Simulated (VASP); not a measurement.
# CuGe3 (I4/mmm) in VASP: density of states with PBEsol+D3

Aim: the density of states of CuGe3 with PBEsol+D3.

Everything below comes from runs of VASP 6.6.1. Logs are shortened: lines on timing, memory, paths and dates and some standing lists are left out, and cuts for length are marked.

### 1 Starting point

It takes space group I4/mmm (No. 139, tetragonal). Conventional cell: a = 4.220 Å, b = 4.220 Å, c = 8.454 Å, α = 90.00°, β = 90.00°, γ = 90.00°. Cu (site symmetry 4/mmm) is surrounded by 12 Ge at 2.98 to 2.99 Å. Around Ge (site symmetry 4/mmm) lie 4 Cu at 2.98 Å and 8 Ge at 2.99 Å. Ge (site symmetry -4m2) is surrounded by 8 Ge at 2.98 to 2.99 Å and 4 Cu at 2.99 Å.

The cell was built by a generator and needn't be a form met in nature.

### 2 Density of states, PBEsol+D3

File POSCAR:

```
CuGe3
1.0
   -2.1100886800      2.1100886800      4.2269054400
    2.1100886800     -2.1100886800      4.2269054400
    2.1100886800      2.1100886800     -4.2269054400
Cu Ge
1 3
Cartesian
    0.0000000000      0.0000000000      0.0000000000
    0.0000000000      0.0000000000      4.2269054400
    0.0000000000      2.1100886800      2.1134527200
    2.1100886800      0.0000000000      2.1134527200
```

File INCAR.step1:

```
SYSTEM = CuGe3
  ALGO = Fast
  EDIFF = 1E-6
  ENCUT = 700
  GGA = PS
  ISIF = 2
  ISMEAR = 2
  IVDW = 11
  LASPH = .False.
  LCHARG = .True.
  LMAXMIX = 4
  LREAL = .False.
  LWAVE = .False.
  NBANDS = 20
  NELM = 60
  PREC = Accurate
  SIGMA = 0.1
```

File KPOINTS.step1:

```
k-points
0
Gamma
  9 9 9
  0 0 0
```

File INCAR.step2:

```
SYSTEM = CuGe3
  ALGO = Fast
  EDIFF = 1E-6
  ENCUT = 700
  GGA = PS
  ICHARG = 11
  ISIF = 2
  ISMEAR = -5
  IVDW = 11
  LASPH = .False.
  LCHARG = .False.
  LMAXMIX = 4
  LORBIT = 10
  LREAL = .False.
  LWAVE = .False.
  NBANDS = 20
  NEDOS = 2001
  NELM = 60
  PREC = Accurate
  SIGMA = 0.1
```

File KPOINTS.step2:

```
k-points
0
Gamma
  14 14 14
  0 0 0
```

Potentials or basis: VASP PAW PBE potentials, release 64 (Cu, Ge).

On the command line:

```bash
$ cat potpaw_PBE.64/Cu/POTCAR potpaw_PBE.64/Ge/POTCAR > POTCAR
$ cp INCAR.step1 INCAR
$ cp KPOINTS.step1 KPOINTS
$ mpirun -np 1 vasp_std > vasp.out
$ cp INCAR.step2 INCAR
$ cp KPOINTS.step2 KPOINTS
$ mpirun -np 1 vasp_std > vasp.out
```

OUTCAR:

```text
SYSTEM = CuGe3
   EDIFF = 1E-6
   ENCUT = 700
   GGA = PS
   ICHARG = 11
   ISIF = 2
   ISMEAR = -5
   IVDW = 11
   LASPH = .False.
   LORBIT = 10
   LREAL = .False.
   NELM = 60
   PREC = Accurate
 IVDW          = 11

 ion  position               nearest neighbor table
   1  0.000  0.000  0.000-
   2  0.500  0.500  0.000-
   3  0.750  0.250  0.500-
   4  0.250  0.750  0.500-

  LATTYP: Found a body centered tetragonal cell.
 ALAT       =     4.2201773600
 C/A-ratio  =     2.0031885295

  Lattice vectors:

 A1 = (  -2.1100886800,   2.1100886800,   4.2269054400)
 A2 = (   2.1100886800,  -2.1100886800,   4.2269054400)
 A3 = (   2.1100886800,   2.1100886800,  -4.2269054400)

Analysis of symmetry for initial positions (statically):
=====================================================================
 Subroutine PRICEL returns:
 Original cell was already a primitive cell.

 Routine SETGRP: Setting up the symmetry group for a
 body centered tetragonal supercell.

 Subroutine GETGRP returns: Found 16 space group operations
 (whereof 16 operations were pure point group operations)
 out of a pool of 16 trial point group operations.

The static configuration has the point symmetry D_4h.

Analysis of symmetry for dynamics (positions and initial velocities):
=====================================================================
 Subroutine PRICEL returns:
 Original cell was already a primitive cell.

 Routine SETGRP: Setting up the symmetry group for a
 body centered tetragonal supercell.

 Subroutine GETGRP returns: Found 16 space group operations
 (whereof 16 operations were pure point group operations)
 out of a pool of 16 trial point group operations.

The dynamic configuration has the point symmetry D_4h.

 Subroutine INISYM returns: Found 16 space group operations
 (whereof 16 operations are pure point group operations),
 and found     1 'primitive' translations

----------------------------------------------------------------------------------------

                                     Primitive cell

  volume of cell :      75.2808

  direct lattice vectors                    reciprocal lattice vectors
    -2.110088680  2.110088680  4.226905440     0.000000000  0.236956866  0.118289848
     2.110088680 -2.110088680  4.226905440     0.236956866  0.000000000  0.118289848
     2.110088680  2.110088680 -4.226905440     0.236956866  0.236956866  0.000000000

  length of vectors
     5.174135490  5.174135490  5.174135490     0.264841546  0.264841546  0.335107613

  position of ions in fractional coordinates (direct lattice)
     0.000000000  0.000000000  0.000000000
     0.500000000  0.500000000  0.000000000
     0.750000000  0.250000000  0.500000000
     0.250000000  0.750000000  0.500000000

  ion indices of the primitive-cell ions
   primitive index   ion index
                 1           1
                 2           2
                 3           3
                 4           4

----------------------------------------------------------------------------------------

 KPOINTS: k-points

Automatic generation of k-mesh.
 Grid dimensions read from file:
 generate k-points for:   14   14   14

 Generating k-lattice:

  Cartesian coordinates                     Fractional coordinates (reciprocal lattice)
     0.000000000  0.016925490  0.008449275     0.071428571 -0.000000000  0.000000000
     0.016925490  0.000000000  0.008449275    -0.000000000  0.071428571  0.000000000
     0.016925490  0.016925490  0.000000000     0.000000000  0.000000000  0.071428571

  Length of vectors
     0.018917253  0.018917253  0.023936258

  Shift w.r.t. Gamma in fractional coordinates (k-lattice)
     0.000000000  0.000000000  0.000000000

 TETIRR: Found   3499 inequivalent tetrahedra from    16464

 Subroutine IBZKPT returns following result:
 ===========================================

 Found    244 irreducible k-points:

 Following reciprocal coordinates:
            Coordinates               Weight
  0.000000  0.000000  0.000000      1.000000
  0.071429  0.000000 -0.000000      8.000000
  0.142857 -0.000000  0.000000      8.000000
  0.214286  0.000000  0.000000      8.000000
  0.285714 -0.000000  0.000000      8.000000
  0.357143  0.000000  0.000000      8.000000
[... 16 lines left out ...]
  0.214286  0.142857  0.000000     16.000000
  0.285714  0.142857  0.000000     16.000000
 [... further k-points ...]
   k-points           NKPTS =    244   k-points in BZ     NKDIM =    244   number of bands    NBANDS=     20
   number of dos      NEDOS =   2001   number of ions     NIONS =      4
   total plane-waves  NPLWV = 110592
   dimension x,y,z NGX =    48 NGY =   48 NGZ =   48
   dimension x,y,z NGXF=    96 NGYF=   96 NGZF=   96
   ions per type =               1   3
   NGX,Y,Z   is equivalent  to a cutoff of  15.42, 15.42, 15.42 a.u.
   NGXF,Y,Z  is equivalent  to a cutoff of  30.84, 30.84, 30.84 a.u.
 SYSTEM =  CuGe3
   PREC   = accura    normal or accurate (medium, high low for compatibility)
   ISTART =      0    job   : 0-new  1-cont  2-samecut
   ICHARG =     11    charge: 1-file 2-atom 10-const
   ISPIN  =      1    spin polarized calculation?
   LNONCOLLINEAR =      F non collinear calculations
   LSORBIT =      F    spin-orbit coupling
   LASPH  =      F    aspherical Exc in radial PAW
   ENCUT  =  700.0 eV  51.45 Ry    7.17 a.u.  11.16 11.16 11.16*2*pi/ulx,y,z
   NELM   =     60;   NELMIN=  2; NELMDL=  0     # of ELM steps
   EDIFF  = 0.1E-05   stopping-criterion for ELM
   LREAL  =      F    real-space projection
   EDIFFG = 0.1E-04   stopping-criterion for IOM
   NSW    =      0    number of steps for IOM
   IBRION =     -1    ionic relax: 0-MD 1-quasi-New 2-CG
   NFREE  =      0    steps in history (QN), initial steepest desc. (CG)
   ISIF   =      2    stress and relaxation
   ISYM   =      2    0-nonsym 1-usesym 2-fastsym
   POTIM  = 0.5000    time-step for ionic-motion
   TEBEG  =    0.0;   TEEND  =   0.0 temperature during run
   PSTRESS=    0.0 pullay stress
   NELECT =      23.0000    total number of electrons
   NUPDOWN=      -1.0000    fix difference up-down
   EMIN   =  10.00;   EMAX   =-10.00  energy-range for DOS
   EFERMI =   0.00;   METHOD = LEGACY
   ISMEAR =    -5;   SIGMA  =   0.10  broadening in eV -4-tet -1-fermi 0-gaus
   EFERMI_NEDOS =   21; number of points for ismear=-14 and -15
   IALGO  =     68    algorithm
   IMIX   =      4    mixing-type and parameters
     AMIX     =   0.40;   BMIX     =  1.00
     AMIX_MAG =   1.60;   BMIX_MAG =  1.00
  volume/ion in A,a.u.               =      18.82       127.00
  Fermi-wavevector in a.u.,A,eV,Ry     =   1.102612  2.083635 16.541333  1.215754
  Thomas-Fermi vector in A             =   2.239058
   LORBIT       =     10    0 simple, 1 ext, 2 COOP (PROOUT), +10 PAW based schemes
   GGA     = PS    functional components
   LHFCALC =     F    Hartree Fock is set to
   AEXX    =    0.0000 exact exchange contribution
   IVDW    =    11    specifies the selected vdW correction
   LEPSILON=     F    determine dielectric tensor
   LRPA    =     F    only Hartree local field effects (RPA)
 non-spin polarized calculation
 RMM-DIIS sequential band-by-band and
 Fermi weights with tetrahedron method with Bloechl corrections
  energy-cutoff  :      700.00
  volume of cell :       75.28
 maximum number of plane-waves:      3214
 NGX is ok and might be reduce to    48

 number of electron      23.0000001 magnetization

 Free energy of the ion-electron system (eV)
  ---------------------------------------------------
  ext. energy  EPLUGINS =         0.00000000
  ---------------------------------------------------
  free energy    TOTEN  =       -17.69342596 eV

  energy without entropy =      -17.69342596  energy(sigma->0) =      -17.69342596

 E-fermi :   4.7823     XC(G=0): -10.4465

 val. band max:        4.8892741050   @ k =  -0.1429   0.2857   0.0714
 cond. band min:       4.5792836004   @ k =   0.5000  -0.0000   0.0000
 fundamental gap:     -0.3099905045
 Fermi energy:         4.7822895950

 k-point     1 :       0.0000    0.0000    0.0000
  band No.  band energies     occupation
      1      -7.4802      2.00000
      2      -0.6610      2.00000
      3      -0.0707      2.00000
      4       1.3208      2.00000
      5       1.4753      2.00000
      6       1.4753      2.00000
[... 12 lines left out ...]
     19      12.6793      0.00000
     20      12.9734      0.00000

 k-point     2 :       0.0714    0.0000   -0.0000
  band No.  band energies     occupation
      1      -7.4295      2.00000
      2      -0.7728      2.00000
      3      -0.3223      2.00000
      4       1.3270      2.00000
      5       1.4924      2.00000
      6       1.6528      2.00000
[... 12 lines left out ...]
     19      13.0532      0.00000
     20      13.3067      0.00000

 k-point     3 :       0.1429   -0.0000    0.0000
  band No.  band energies     occupation
      1      -7.2778      2.00000
      2      -1.1388      2.00000
      3      -0.7929      2.00000
      4       1.3942      2.00000
      5       1.5389      2.00000
      6       1.7221      2.00000
[... 12 lines left out ...]
     19      13.9450      0.00000
     20      14.0981      0.00000

 k-point     4 :       0.2143    0.0000    0.0000
  band No.  band energies     occupation
      1      -7.0267      2.00000
      2      -1.8398      2.00000
      3      -1.0878      2.00000
      4       1.1663      2.00000
      5       1.5968      2.00000
      6       1.9335      2.00000
[... 12 lines left out ...]
     19      12.9435      0.00000
     20      13.7091      0.00000

 k-point     5 :       0.2857   -0.0000    0.0000
  band No.  band energies     occupation
      1      -6.6795      2.00000
      2      -2.6436      2.00000
      3      -1.2908      2.00000
      4       0.8127      2.00000
      5       1.6292      2.00000
      6       1.9490      2.00000
[... 12 lines left out ...]
     19      12.2814      0.00000
     20      12.5684      0.00000
[... 353 lines left out ...]
      6       1.7384      2.00000
[... 12 lines left out ...]
     19      12.8863      0.00000
     20      13.9418      0.00000

 k-point    22 :       0.1429    0.1429    0.0000
  band No.  band energies     occupation
      1      -6.9981      2.00000
      2      -1.7146      2.00000
      3      -1.3638      2.00000
      4       1.2030      2.00000
      5       1.6332      2.00000
      6       1.6409      2.00000
[... 12 lines left out ...]
     19      11.9215      0.00000
     20      13.2343      0.00000

 k-point    23 :       0.2143    0.1429    0.0000
  band No.  band energies     occupation
      1      -6.7105      2.00000
      2      -2.1948      2.00000
      3      -1.7067      2.00000
      4       0.9666      2.00000
      5       1.4775      2.00000
      6       1.7622      2.00000
[... 12 lines left out ...]
     19      11.1223      0.00000
     20      13.7996      0.00000

 k-point    24 :       0.2857    0.1429    0.0000
  band No.  band energies     occupation
      1      -6.3301      2.00000
      2      -2.8842      2.00000
      3      -1.8722      2.00000
      4       0.7661      2.00000
      5       1.3766      2.00000
      6       1.8703      2.00000
[... 12 lines left out ...]
     19      11.3177      0.00000
     20      13.6175      0.00000

 [... further k-points ...]

------------------------ aborting loop because EDIFF is reached ----------------------------------------

 Edisp (eV)   -0.76545

 E8    (eV) :    -0.4464

  FORCE on cell =-STRESS in cart. coord.  units (eV):
  Direction    XX          YY          ZZ          XY          YZ          ZX
  --------------------------------------------------------------------------------------
  -------------------------------------------------------------------------------------
  Total      -4.49370    -4.49370    -4.75433     0.00000    -0.00000     0.00000
  in kB     -95.63809   -95.63809  -101.18506     0.00000    -0.00000     0.00000
  external pressure =      -97.49 kB  Pullay stress =        0.00 kB

 VOLUME and BASIS-vectors are now :
 -----------------------------------------------------------------------------
  energy-cutoff  :      700.00
  volume of cell :       75.28
      direct lattice vectors                 reciprocal lattice vectors
    -2.110088680  2.110088680  4.226905440     0.000000000  0.236956866  0.118289848
     2.110088680 -2.110088680  4.226905440     0.236956866  0.000000000  0.118289848
     2.110088680  2.110088680 -4.226905440     0.236956866  0.236956866  0.000000000

 POSITION                                       TOTAL-FORCE (eV/Angst)
 -----------------------------------------------------------------------------------
      0.00000      0.00000      0.00000        -0.000000      0.000000     -0.000000
      0.00000      0.00000      4.22691        -0.000000      0.000000     -0.000000
      0.00000      2.11009      2.11345        -0.000000      0.000000      0.000000
      2.11009      0.00000      2.11345         0.000000     -0.000000      0.000000
 -----------------------------------------------------------------------------------
    total drift:                                0.000000     -0.000000     -0.000000

  FREE ENERGIE OF THE ION-ELECTRON SYSTEM (eV)
  ---------------------------------------------------
  free  energy   TOTEN  =       -18.4588728884 eV

  energy  without entropy=      -18.4588728884  energy(sigma->0) =      -18.45887289

 total charge

# of ion       s       p       d       tot
------------------------------------------
    1        0.376   0.203   9.205   9.784
    2        1.274   0.869   0.049   2.192
    3        1.276   0.864   0.051   2.191
    4        1.276   0.864   0.051   2.191
--------------------------------------------------
tot          4.202   2.800   9.356  16.358
```

It took 7.1 min on 1 thread of Intel Xeon 6975P-C (Granite Rapids), shared host; peak memory 0.72 GiB.

What came out:

```
Valence electrons inside the program's atomic spheres : Cu 9.78; Ge 2.19
Dispersion energy per atom                            : -0.191 eV
```

Levels at points of the mesh, in eV from the Fermi level:
| k point | band 7 | band 8 | band 9 | band 10 | band 11 | band 12 | band 13 | band 14 | band 15 | band 16 |
| --- | --- | --- | --- | --- | --- | --- | --- | --- | --- | --- |
| (0.00, 0.00, 0.00) | -3.12 | -2.64 | -2.24 | -0.91 | -0.91 | -0.50 | -0.50 | 1.05 | 1.19 | 1.30 |
| (0.50, 0.00, 0.00) | -2.75 | -2.54 | -2.04 | -0.66 | -0.36 | -0.35 | -0.20 | 2.28 | 3.42 | 3.52 |
| (0.50, 0.50, 0.00) | -2.98 | -2.53 | -2.46 | -2.26 | -2.26 | 0.68 | 1.19 | 1.72 | 2.06 | 6.81 |
| (0.50, 0.50, 0.50) | -2.67 | -2.67 | -2.62 | -2.26 | -1.40 | 2.95 | 3.33 | 3.44 | 3.44 | 5.07 |

States per cell in windows of 1 eV (zero at the Fermi level; states under -8 eV left out):
```
from (eV)  total  Cu1_d  Ge3_p  Ge4_p  Ge2_p  Ge2_s  Cu1_p
     -8.0   1.29   0.02   0.02   0.02   0.03   0.21   0.01
     -7.0   1.09   0.02   0.02   0.02   0.02   0.24   0.01
     -6.0   0.40   0.01   0.02   0.02   0.01   0.05   0.00
     -5.0   1.25   0.12   0.11   0.11   0.11   0.01   0.02
     -4.0   3.30   1.36   0.20   0.20   0.19   0.04   0.04
     -3.0   8.97   7.34   0.12   0.12   0.09   0.06   0.02
     -2.0   2.49   0.83   0.17   0.17   0.20   0.06   0.05
     -1.0   1.62   0.21   0.15   0.15   0.16   0.06   0.04
      0.0   1.69   0.13   0.18   0.18   0.18   0.04   0.05
      1.0   1.96   0.11   0.23   0.23   0.21   0.04   0.04
      2.0   2.01   0.07   0.23   0.23   0.26   0.02   0.06
      3.0   2.41   0.07   0.30   0.30   0.35   0.02   0.07
      4.0   2.46   0.05   0.36   0.36   0.30   0.02   0.08
      5.0   1.69   0.02   0.28   0.28   0.21   0.01   0.06
      6.0   1.76   0.02   0.21   0.21   0.16   0.01   0.18
      7.0   1.50   0.02   0.09   0.09   0.13   0.02   0.21
```

Caveat: the PAW data sets were made with another functional, which shifts forces and pressure a little; pairwise dispersion overbinds metals, which lowers pressure and volume; tetrahedron occupations give inexact forces and stress in metals.

### 3 The reference run

An earlier run on the cell as given: functional PBE; potentials or basis VASP PAW PBE potentials, release 64 (Cu, Ge_d); cutoff 520 eV; k mesh 9 × 9 × 9; occupations fermi-dirac, width 0.05 eV; no spin polarisation.

- Pressure: -4.6 GPa
- Band gap on the k mesh: none (metal or under the smearing width)
